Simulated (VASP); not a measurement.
The input files of a VASP run:

File KPOINTS:
```
Automatic mesh
0
Gamma
6 6 6
0.5 0.5 0.5
```

File POSCAR:
```
Cl2
1.0
  3.2642050000  -2.0574700000   0.0000000000
  3.2642050000   2.0574700000   0.0000000000
  0.0000000000   0.0000000000   8.4024000000
Cl
4
direct
  0.8584250000   0.1265140000   0.6119860000
  0.1236520000   0.8866830000   0.4071000000
  0.6277160000   0.3790570000   0.0933340000
  0.3902070000   0.6077460000   0.8875800000
```

### INCAR
```
SYSTEM = Cl2
PREC = Accurate
ENCUT = 240
EDIFF = 1E-6
NELM = 100
ALGO = Normal
LREAL = .FALSE.
LASPH = .TRUE.
ISMEAR = 1
SIGMA = 0.2
GGA = RE
LWAVE = .FALSE.
LCHARG = .FALSE.
ISIF = 3
IBRION = 2
NSW = 50
EDIFFG = -0.01
```

POTCAR, in this order: Cl (PBE.64 set). Program: vasp_std.

Question: Write an equivalent input for Quantum ESPRESSO's pw.x.

Answer: One equivalent input (not run):
```
&CONTROL
  calculation = 'vc-relax'
  pseudo_dir = './pseudo'
  outdir = './out'
  tprnfor = .true.
  tstress = .true.
  nstep = 50
  forc_conv_thr = 0.00039
/
&SYSTEM
  ibrav = 0
  nat = 4
  ntyp = 1
  ecutwfc = 58
  occupations = 'smearing'
  smearing = 'methfessel-paxton'
  degauss = 0.0147
  input_dft = 'revpbe'
/
&ELECTRONS
  conv_thr = 7.3e-08
  electron_maxstep = 100
/
&IONS
/
&CELL
/
ATOMIC_SPECIES
  Cl 35.450 Cl.upf
CELL_PARAMETERS angstrom
     3.2642050   -2.0574700    0.0000000
     3.2642050    2.0574700    0.0000000
     0.0000000    0.0000000    8.4024000
ATOMIC_POSITIONS crystal
  Cl   0.8584250  0.1265140  0.6119860
  Cl   0.1236520  0.8866830  0.4071000
  Cl   0.6277160  0.3790570  0.0933340
  Cl   0.3902070  0.6077460  0.8875800
K_POINTS automatic
  6 6 6 1 1 1
```
Limits of the translation: the potentials are each code's own (VASP's PAW set, PseudoDojo norm-conserving files in pw.x), so ENCUT and ecutwfc are chosen apart and not converted; conv_thr bounds pw.x's estimated SCF error, while EDIFF bounds the energy change between steps; forc_conv_thr acts on force components and is met together with etot_conv_thr.

The structure comes from a computed database's Cl2 entry; how it stands against other phases isn't given here. In the starting cell atoms are displaced from their ideal sites. This run relaxes it. The run is one of a series of settings (EDIFFG = -0.01, ENCUT = 240, IBRION = 2, ISIF = 3, ISMEAR = 1, NSW = 50, SIGMA = 0.2, KPOINTS 6×6×6 Γ-centred mesh shifted by (0.5, 0.5, 0.5) against the base run), some of them coarse on purpose.
